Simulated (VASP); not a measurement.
Output of a VASP run:

File OSZICAR:
```
       N       E                     dE             d eps       ncg     rms          rms(c)
DAV:   1     0.778518615106E+02    0.77852E+02   -0.65871E+03   424   0.786E+02
DAV:   2    -0.295681674083E+01   -0.80809E+02   -0.78614E+02   496   0.237E+02
DAV:   3    -0.582703636283E+01   -0.28702E+01   -0.28667E+01   466   0.462E+01
DAV:   4    -0.583885101488E+01   -0.11815E-01   -0.11814E-01   481   0.294E+00
DAV:   5    -0.583892333560E+01   -0.72321E-04   -0.72321E-04   466   0.209E-01    0.670E+00
DAV:   6    -0.548304923978E+01    0.35587E+00   -0.63907E-01   499   0.102E+01    0.516E+00
DAV:   7    -0.545920966138E+01    0.23840E-01   -0.17566E-01   451   0.303E+00    0.215E+00
DAV:   8    -0.545948827188E+01   -0.27861E-03   -0.15478E-02   426   0.174E+00    0.247E-01
DAV:   9    -0.545958593685E+01   -0.97665E-04   -0.20961E-03   471   0.675E-01    0.502E-02
DAV:  10    -0.545965183971E+01   -0.65903E-04   -0.24493E-04   431   0.219E-01    0.452E-02
DAV:  11    -0.545969253691E+01   -0.40697E-04   -0.71393E-05   416   0.640E-02    0.109E-02
DAV:  12    -0.545969172307E+01    0.81384E-06   -0.81006E-06   501   0.396E-02
   1 F= -.54596917E+01 E0= -.54596917E+01  d E =-.762611E-33
```

### OUTCAR
```
------------------------ aborting loop because EDIFF is reached ----------------------------------------
  FORCE on cell =-STRESS in cart. coord.  units (eV):
  Direction    XX          YY          ZZ          XY          YZ          ZX
  --------------------------------------------------------------------------------------
  Total        1.0931440      1.0931440      1.0931440      0.0000000      0.0000000     -0.0000000
  in kB       31.1078535     31.1078535     31.1078535      0.0000000      0.0000000     -0.0000000
  external PRESSURE =      31.1078535 kB  Pullay stress =       0.0000000 kB
  volume of cell :       56.30
      direct lattice vectors                 reciprocal lattice vectors
     0.000000000  3.042024000  3.042024000    -0.164364252  0.164364252  0.164364252
     3.042024000  0.000000000  3.042024000     0.164364252 -0.164364252  0.164364252
     3.042024000  3.042024000  0.000000000     0.164364252  0.164364252 -0.164364252
  FREE ENERGIE OF THE ION-ELECTRON SYSTEM (eV)
  ---------------------------------------------------
  free  energy   TOTEN  =        -5.4596917231 eV

  energy  without entropy=       -5.4596917231  energy(sigma->0) =       -5.45969172
```
(Selected blocks of OUTCAR.)

**POSCAR**
```
CdSe
1
    0.0000000000     3.0420240000     3.0420240000
    3.0420240000     0.0000000000     3.0420240000
    3.0420240000     3.0420240000     0.0000000000
Cd Se
1 1
Direct
  0.0000000000   0.0000000000   0.0000000000
  0.7500000000   0.7500000000   0.7500000000
```

**Question.** Write an INCAR and KPOINTS that could have produced this output.

**Answer.** Several could match; the one computed here: the input of the run itself, PBE GGA, plane waves, VASP's PBE PAW potentials (set 64).

**INCAR**
```
PREC=Accurate
ISIF=2   # forces and stress, cell fixed
LMAXMIX=4
GGA=PE
LWAVE=.FALSE.
ENCUT=300   # plane-wave cut-off (eV)
SIGMA=0.01   # width (eV)
EDIFF=1E-6   # SCF stop (eV)
LCHARG=.FALSE.
NELM=100   # most electronic steps
LREAL=.FALSE.
SYSTEM=CdSe
LASPH=.TRUE.   # aspherical one-centre terms
ALGO=Normal
ISMEAR=0   # Gaussian
```

KPOINTS:
```
Automatic
0
gamma
6 6 6
0 0 0
```

POTCAR, in this order: Cd Se (PBE.64 set). Program: vasp_std.

At this cut-off the stress carries a Pulay error, which pulls relaxed volumes low.

The structure comes from a computed database's CdSe entry; how it stands against other phases isn't given here. The cell was not relaxed at this level.
